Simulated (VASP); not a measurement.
# BeZn2Te3 (Imm2) in VASP: relaxation of cell and atoms with PBE

Aim: the relaxation of cell and atoms of BeZn2Te3 with PBE.

Program: VASP 6.6.1. These are calculated values, not measurements. Logs are shortened: lines on timing, memory, paths and dates and some standing lists are left out, and cuts for length are marked.

**1. The structure**

Symmetry: Imm2, No. 44, orthorhombic system. Conventional cell: a = 4.264 Å, b = 12.738 Å, c = 6.002 Å, α = 90.00°, β = 90.00°, γ = 90.00°. Be (site symmetry mm2) has 4 Te at 2.45 to 2.52 Å as nearest neighbours. Around Zn (site symmetry m) lie 4 Te at 2.66 to 2.69 Å. Around Te (site symmetry m) lie 1 Be at 2.45 Å and 3 Zn at 2.66 Å. Te (site symmetry mm2) is surrounded by 2 Be at 2.52 Å and 2 Zn at 2.69 Å.

The cell was built by a generator and needn't be a form met in nature.

**2. Relaxation of cell and atoms, PBE**

Contents of INCAR:

```
ALGO = Normal
EDIFF = 1E-6
EDIFFG = -0.01
ENCUT = 520
GGA = PE
IBRION = 2
ISIF = 3
ISMEAR = 0
KPAR = 4
LASPH = T
LCHARG = F
LREAL = F
LWAVE = F
NELM = 120
NSW = 90
PREC = Accurate
SIGMA = 0.03
```

Contents of KPOINTS:

```
k-points
0
Gamma
  8 8 8
```

Contents of POSCAR:

```
BeZn2Te3
1.0
   -2.1320000000      6.3690000000      3.0010000000
    2.1320000000     -6.3690000000      3.0010000000
    2.1320000000      6.3690000000     -3.0010000000
Be Zn Te
1 2 3
Direct
    0.0003332200      0.0003332200      0.0000000000
    0.3345990200      0.0001666100      0.3344324100
    0.6657342000      0.0001666100      0.6655675900
    0.0787538300      0.2359213600      0.8428324700
    0.3930888900      0.2359213600      0.1571675300
    0.7774075300      0.2774075300      0.5000000000
```

Potentials or basis: VASP PAW PBE potentials, release 64 (Be, Zn, Te).

Started as:

```console
cat potpaw_PBE.64/Be/POTCAR potpaw_PBE.64/Zn/POTCAR potpaw_PBE.64/Te/POTCAR > POTCAR
mpirun -np 4 vasp_std > vasp.out
```

OUTCAR:

```text
EDIFF = 1E-6
   EDIFFG = -0.01
   ENCUT = 520
   GGA = PE
   IBRION = 2
   ISIF = 3
   ISMEAR = 0
   LASPH = T
   LREAL = F
   NELM = 120
   NSW = 90
   PREC = Accurate

 ion  position               nearest neighbor table
   1  0.000  0.000  0.000-   4 2.45   5 2.45   6 2.52   6 2.52
   2  0.335  0.000  0.334-   4 2.66   4 2.66   5 2.66   6 2.69
   3  0.666  0.000  0.666-   5 2.66   5 2.66   4 2.66   6 2.69
   4  0.079  0.236  0.843-   1 2.45   2 2.66   2 2.66   3 2.66
   5  0.393  0.236  0.157-   1 2.45   3 2.66   3 2.66   2 2.66
   6  0.777  0.277  0.500-   1 2.52   1 2.52   3 2.69   2 2.69

  LATTYP: Found a body centered orthorhombic cell.
 ALAT       =     4.2640000000
 B/A-ratio  =     1.4075984991
 C/A-ratio  =     2.9873358349

  Lattice vectors:

 A1 = (  -2.1320000000,   6.3690000000,  -3.0010000000)
 A2 = (   2.1320000000,   6.3690000000,   3.0010000000)
 A3 = (   2.1320000000,  -6.3690000000,  -3.0010000000)

Analysis of symmetry for initial positions (statically):
=====================================================================
 Subroutine PRICEL returns:
 Original cell was already a primitive cell.

 Routine SETGRP: Setting up the symmetry group for a
 body centered orthorhombic supercell.

 Subroutine GETGRP returns: Found  4 space group operations
 (whereof  4 operations were pure point group operations)
 out of a pool of  8 trial point group operations.

The static configuration has the point symmetry C_2v.

Analysis of symmetry for dynamics (positions and initial velocities):
=====================================================================
 Subroutine PRICEL returns:
 Original cell was already a primitive cell.

 Routine SETGRP: Setting up the symmetry group for a
 body centered orthorhombic supercell.

 Subroutine GETGRP returns: Found  4 space group operations
 (whereof  4 operations were pure point group operations)
 out of a pool of  8 trial point group operations.

The dynamic configuration has the point symmetry C_2v.

 Subroutine INISYM returns: Found  4 space group operations
 (whereof  4 operations are pure point group operations),
 and found     1 'primitive' translations

----------------------------------------------------------------------------------------

                                     Primitive cell

  volume of cell :     162.9988

  direct lattice vectors                    reciprocal lattice vectors
    -2.132000000  6.369000000  3.001000000     0.000000000  0.078505260  0.166611130
     2.132000000 -6.369000000  3.001000000     0.234521576  0.000000000  0.166611130
     2.132000000  6.369000000 -3.001000000     0.234521576  0.078505260  0.000000000

  length of vectors
     7.356329655  7.356329655  7.356329655     0.184180195  0.287679749  0.247312445

  position of ions in fractional coordinates (direct lattice)
     0.000333220  0.000333220  0.000000000
     0.334599020  0.000166610  0.334432410
     0.665734200  0.000166610  0.665567590
     0.078753830  0.235921360  0.842832470
     0.393088890  0.235921360  0.157167530
     0.777407530  0.277407530  0.500000000

  ion indices of the primitive-cell ions
   primitive index   ion index
                 1           1
                 2           2
                 3           3
                 4           4
                 5           5
                 6           6

----------------------------------------------------------------------------------------

 KPOINTS: k-points

Automatic generation of k-mesh.
 Grid dimensions read from file:
 generate k-points for:    8    8    8

 Generating k-lattice:

  Cartesian coordinates                     Fractional coordinates (reciprocal lattice)
     0.000000000  0.009813157  0.020826391     0.125000000  0.000000000  0.000000000
     0.029315197  0.000000000  0.020826391    -0.000000000  0.125000000  0.000000000
     0.029315197  0.009813157  0.000000000    -0.000000000  0.000000000  0.125000000

  Length of vectors
     0.023022524  0.035959969  0.030914056

  Shift w.r.t. Gamma in fractional coordinates (k-lattice)
     0.000000000  0.000000000  0.000000000

 Subroutine IBZKPT returns following result:
 ===========================================

 Found     95 irreducible k-points:

 Following reciprocal coordinates:
            Coordinates               Weight
  0.000000  0.000000  0.000000      1.000000
  0.125000  0.000000 -0.000000      4.000000
  0.250000  0.000000 -0.000000      4.000000
  0.375000  0.000000 -0.000000      4.000000
  0.500000  0.000000 -0.000000      2.000000
  0.000000  0.125000  0.000000      4.000000
[... 16 lines left out ...]
  0.125000  0.375000  0.000000      8.000000
  0.250000  0.375000  0.000000      8.000000
 [... further k-points ...]
   k-points           NKPTS =     95   k-points in BZ     NKDIM =     95   number of bands    NBANDS=     26
   number of dos      NEDOS =    301   number of ions     NIONS =      6
   total plane-waves  NPLWV = 175616
   dimension x,y,z NGX =    56 NGY =   56 NGZ =   56
   dimension x,y,z NGXF=   112 NGYF=  112 NGZF=  112
   ions per type =               1   2   3
   NGX,Y,Z   is equivalent  to a cutoff of  12.66, 12.66, 12.66 a.u.
   NGXF,Y,Z  is equivalent  to a cutoff of  25.31, 25.31, 25.31 a.u.
 SYSTEM =  unknown system
   PREC   = accura    normal or accurate (medium, high low for compatibility)
   ISTART =      0    job   : 0-new  1-cont  2-samecut
   ICHARG =      2    charge: 1-file 2-atom 10-const
   ISPIN  =      1    spin polarized calculation?
   LNONCOLLINEAR =      F non collinear calculations
   LSORBIT =      F    spin-orbit coupling
   LASPH  =      T    aspherical Exc in radial PAW
   ENCUT  =  520.0 eV  38.22 Ry    6.18 a.u.  13.68 13.68 13.68*2*pi/ulx,y,z
   NELM   =    120;   NELMIN=  2; NELMDL= -5     # of ELM steps
   EDIFF  = 0.1E-05   stopping-criterion for ELM
   LREAL  =      F    real-space projection
   EDIFFG = -.1E-01   stopping-criterion for IOM
   NSW    =     90    number of steps for IOM
   IBRION =      2    ionic relax: 0-MD 1-quasi-New 2-CG
   NFREE  =      1    steps in history (QN), initial steepest desc. (CG)
   ISIF   =      3    stress and relaxation
   ISYM   =      2    0-nonsym 1-usesym 2-fastsym
   POTIM  = 0.5000    time-step for ionic-motion
   TEBEG  =    0.0;   TEEND  =   0.0 temperature during run
   PSTRESS=    0.0 pullay stress
   NELECT =      44.0000    total number of electrons
   NUPDOWN=      -1.0000    fix difference up-down
   EMIN   =  10.00;   EMAX   =-10.00  energy-range for DOS
   EFERMI =   0.00;   METHOD = LEGACY
   ISMEAR =     0;   SIGMA  =   0.03  broadening in eV -4-tet -1-fermi 0-gaus
   EFERMI_NEDOS =   21; number of points for ismear=-14 and -15
   IALGO  =     38    algorithm
   IMIX   =      4    mixing-type and parameters
     AMIX     =   0.40;   BMIX     =  1.00
     AMIX_MAG =   1.60;   BMIX_MAG =  1.00
  volume/ion in A,a.u.               =      27.17       183.33
  Fermi-wavevector in a.u.,A,eV,Ry     =   1.058029  1.999385 15.230707  1.119425
  Thomas-Fermi vector in A             =   2.193323
   LORBIT       =      0    0 simple, 1 ext, 2 COOP (PROOUT), +10 PAW based schemes
   GGA     = PE    functional components
   LHFCALC =     F    Hartree Fock is set to
   AEXX    =    0.0000 exact exchange contribution
   IVDW    =     0    specifies the selected vdW correction
   LEPSILON=     F    determine dielectric tensor
   LRPA    =     F    only Hartree local field effects (RPA)
 conjugate gradient relaxation of ions
 non-spin polarized calculation
 Gauss-broadening in eV      SIGMA  =   0.03
  energy-cutoff  :      520.00
  volume of cell :      163.00
 maximum number of plane-waves:      4423
   NGX = 27   NGY = 27   NGZ = 27

--------------------------------------- Ionic step        1  -------------------------------------------

 number of electron      43.9999997 magnetization

 Free energy of the ion-electron system (eV)
  ---------------------------------------------------
  ext. energy  EPLUGINS =         0.00000000
  ---------------------------------------------------
  free energy    TOTEN  =       -17.92446750 eV

  energy without entropy =      -17.92446750  energy(sigma->0) =      -17.92446750

------------------------ aborting loop because EDIFF is reached ----------------------------------------

  FORCE on cell =-STRESS in cart. coord.  units (eV):
  Direction    XX          YY          ZZ          XY          YZ          ZX
  --------------------------------------------------------------------------------------
  -------------------------------------------------------------------------------------
  Total       -0.3395161     -0.0408965      0.0894317      0.0000000      0.0000000      0.0000000
  in kB       -3.3372325     -0.4019877      0.8790580      0.0000000      0.0000000      0.0000000
  external PRESSURE =      -0.9533874 kB  Pullay stress =       0.0000000 kB
[... 101 lines left out ...]
  FREE ENERGIE OF THE ION-ELECTRON SYSTEM (eV)
  ---------------------------------------------------
  free  energy   TOTEN  =       -17.9263513506 eV

  energy  without entropy=      -17.9263513506  energy(sigma->0) =      -17.92635135

[... ionic steps 4 to 10 ...]

--------------------------------------- Ionic step       11  -------------------------------------------

 number of electron      44.0000004 magnetization

------------------------ aborting loop because EDIFF is reached ----------------------------------------
[... 75 lines left out ...]
--------------------------------------- Ionic step       13  -------------------------------------------

 number of electron      44.0000005 magnetization

 Free energy of the ion-electron system (eV)
  ---------------------------------------------------
  ext. energy  EPLUGINS =         0.00000000
  ---------------------------------------------------
  free energy    TOTEN  =       -17.92777771 eV

  energy without entropy =      -17.92777771  energy(sigma->0) =      -17.92777771

 E-fermi :   3.6912     XC(G=0):  -8.8724

 val. band max:        3.5194358665   @ k =   0.0000   0.0000   0.0000
 cond. band min:       5.2295039905   @ k =   0.0000   0.0000   0.0000
 fundamental gap:      1.7100681240
 Fermi energy:         3.6912378684

 k-point     1 :       0.0000    0.0000    0.0000
  band No.  band energies     occupation
      1      -8.2889      2.00000
      2      -7.1075      2.00000
      3      -7.0233      2.00000
      4      -3.3109      2.00000
      5      -3.3040      2.00000
      6      -3.2937      2.00000
[... 685 lines left out ...]
     25       7.5646      0.00000
     26       7.8273      0.00000

 [... further k-points ...]

------------------------ aborting loop because EDIFF is reached ----------------------------------------

  FORCE on cell =-STRESS in cart. coord.  units (eV):
  Direction    XX          YY          ZZ          XY          YZ          ZX
  --------------------------------------------------------------------------------------
  -------------------------------------------------------------------------------------
  Total        0.0342707      0.0077735      0.0209345      0.0000000      0.0000000      0.0000000
  in kB        0.3375781      0.0765719      0.2062122      0.0000000      0.0000000      0.0000000
  external PRESSURE =       0.2067874 kB  Pullay stress =       0.0000000 kB
[... 21 lines left out ...]
  FREE ENERGIE OF THE ION-ELECTRON SYSTEM (eV)
  ---------------------------------------------------
  free  energy   TOTEN  =       -17.9277777080 eV

  energy  without entropy=      -17.9277777080  energy(sigma->0) =      -17.92777771

 reached required accuracy - stopping structural energy minimisation
```

It took 12 min on 4 MPI ranks of Intel Xeon 6975P-C (Granite Rapids), shared host; peak memory 0.76 GiB.

What came out:

| Property | Result |
| --- | --- |
| Free energy | -17.9278 eV |
| Relaxed volume | 27.11 Å³/atom |
| Relaxed cell | a = 7.353 Å, b = 7.353 Å, c = 7.353 Å, α = 146.49°, β = 60.16°, γ = 131.58° |
| Space group after relaxing (to 0.05 Å) | Imm2 (No. 44) |
| Energy gained by relaxing | 0.6 meV/atom |
| Ionic steps | 13 |
| Pressure after relaxing | 0.0 GPa |
| Largest force after relaxing | 0.006 eV/Å |
| Band gap on the k mesh | 1.71 eV, direct |

Forces on the atoms (eV/Å):
```
Be   0.000  0.000  0.003
Zn   0.000  0.003  0.000
Zn   0.000 -0.003  0.000
Te   0.000 -0.006  0.002
Te   0.000  0.006  0.002
Te   0.000  0.000 -0.005
```

The path:
| step | energy change (eV) | largest force (eV/Å) | pressure (GPa) | volume (Å³) |
| --- | --- | --- | --- | --- |
| 1 | 0.0000 | 0.0777 | -0.10 | 163.00 |
| 2 | -0.0014 | 0.0635 | 0.04 | 162.62 |
| 3 | -0.0019 | 0.0526 | 0.07 | 162.31 |
| 4 | -0.0013 | 0.0562 | 0.32 | 161.68 |
| 5 | -0.0019 | 0.0473 | 0.14 | 162.14 |
| 6 | -0.0028 | 0.0226 | 0.05 | 162.56 |
| 7 | -0.0028 | 0.0355 | -0.04 | 162.86 |
| 8 | -0.0029 | 0.0308 | -0.02 | 162.77 |
| 9 | -0.0030 | 0.0229 | -0.01 | 162.73 |
| 10 | -0.0032 | 0.0199 | 0.01 | 162.65 |
| 11 | -0.0033 | 0.0139 | -0.01 | 162.69 |
| 12 | -0.0033 | 0.0127 | -0.01 | 162.70 |
| 13 | -0.0033 | 0.0059 | 0.02 | 162.65 |

Final structure:
```
CELL_PARAMETERS angstrom
-2.11951 6.36282 3.01519
2.11951 -6.36282 3.01519
2.11951 6.36282 -3.01519
ATOMIC_POSITIONS crystal
Be 0.00112 0.00112 0.00000
Zn 0.33677 0.00049 0.33628
Zn 0.66421 0.00049 0.66372
Te 0.07707 0.23493 0.84214
Te 0.39280 0.23493 0.15786
Te 0.77795 0.27795 0.50000
```

Caveat: spin-orbit coupling is left out, which moves the levels of the heavy elements. Expect the measured gap to be larger: semilocal functionals such as PBE lack the derivative discontinuity.
